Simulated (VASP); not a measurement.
Shape and ions are relaxed at each volume.

Energy against volume of HfB₂ (AlB2 type). These are MS2 meta-GGA, VASP's PBE PAW potentials (set 64) (plane waves; VASP 6.6.1) values and carry that method's errors.

```csv
V (Å³/atom),E (eV/atom)
9.144,-4.33737
9.435,-4.36191
9.727,-4.36956
10.019,-4.36265
10.311,-4.34320
```

Problem. Fit a third-order Birch-Murnaghan equation of state.

Solution. 
volume per atom: 9.73 Å³/atom
bulk modulus: 266 GPa
pressure derivative of the bulk modulus: 3.95

The compound is HfB2 in the AlB2 type structure. It was relaxed first.
